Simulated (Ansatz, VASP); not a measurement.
**SrB3 in VASP and in Ansatz**

Contents of INCAR:

```
ALGO = Normal
EDIFF = 1E-7
EDIFFG = -0.01
ENCUT = 600
GGA = PE
IBRION = 2
ISIF = 3
ISMEAR = 0
LASPH = T
LCHARG = F
LREAL = F
LWAVE = F
NELM = 100
NSW = 100
PREC = Accurate
SIGMA = 0.1
```

Contents of KPOINTS:

```
k-points
0
Gamma
  14 14 14
```

Contents of POSCAR:

```
SrB3
1.0
    0.0000000000      2.9728367493      2.9728367493
    2.9728367493      0.0000000000      2.9728367493
    2.9728367493      2.9728367493      0.0000000000
Sr B
1 3
Direct
    0.0000000000      0.0000000000      0.0000000000
    0.5000000000      0.5000000000      0.5000000000
    0.2500000000      0.2500000000      0.2500000000
    0.7500000000      0.7500000000      0.7500000000
```

Input for Ansatz:

```yaml
crystal:
  lattice:
    - [0.0, 2.9728367493, 2.9728367493]
    - [2.9728367493, 0.0, 2.9728367493]
    - [2.9728367493, 2.9728367493, 0.0]
  atoms:
    - { symbol: Sr, position: [0.0, 0.0, 0.0] }
    - { symbol: B, position: [0.5, 0.5, 0.5] }
    - { symbol: B, position: [0.25, 0.25, 0.25] }
    - { symbol: B, position: [0.75, 0.75, 0.75] }
basis:
  ecutwfc: 420
kpoints:
  mp_grid: { grid: [14, 14, 14] }
hamiltonian:
  xc: pbe
scf:
  occupations: { method: gaussian, width: 0.1 }
output:
  forces: true
  stress: true
  eigenvalues: true
relax:
  adjacent_minimum: "off"
  f_tol: 0.01
  max_steps: 80
  cell: { stress_tol: 0.05 }
```

Alike in both runs: task relaxation of cell and atoms; functional PBE; k mesh 14 × 14 × 14; occupations gaussian, width 0.1 eV; no spin polarisation.

|  | VASP | Ansatz |
| --- | --- | --- |
| version | VASP 6.6.1 | Ansatz 0.2.0 |
| potentials or method | VASP PAW PBE potentials, release 64 (Sr_sv, B) | scalar-relativistic, plane waves, PAW |
| plane-wave cutoff (eV) | 600 | 420 |
| valence electrons in the cell | 19 | 19 |

VASP gave:

- gap on the k mesh at the Fermi level, each at its own relaxed structure (eV): none
- relaxed volume (Å³/atom): 13.29
- relaxed cell length with the largest relative difference (Å): 4.220

Question: Which values does Ansatz return?

Answer: gap on the k mesh at the Fermi level, each at its own relaxed structure (eV): none; relaxed volume (Å³/atom): 13.18; relaxed cell length with the largest relative difference (Å): 4.209.

A gap of «none» marks a metal or a gap that the smearing closes.
